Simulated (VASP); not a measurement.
Given:

```xyz
1
Lattice="0.0000 2.6624 2.6624 2.6624 0.0000 2.6624 2.6624 2.6624 0.0000" Properties=species:S:1:pos:R:3 pbc="T T T"
Ca     2.6624     0.0000     2.6624
```

These are PBE GGA with D3 dispersion (Becke-Johnson damping), VASP's PBE PAW potentials (set 64) (plane waves; VASP) values and carry that method's errors. Numerical set-up: 520 eV cut-off, 12×12×12 Γ-centred mesh, first-order Methfessel-Paxton smearing of 0.10 eV, potentials Ca_sv.

### Question
What does the run give for the energy per atom (σ→0), pressure, band gap (on the k-mesh) with the smallest direct gap where there is one?

### Answer

- band gap (on the k-mesh): none (metal, semimetal or under 0.01 eV)
- energy per atom (σ→0): -2.152 eV/atom
- pressure: 1.23 GPa

Total energies compare only between runs with the same potentials, cut-off and functional.

The compound is Ca in the fcc structure. This cell is one point of a volume scan, at 0.94 of the reference volume.
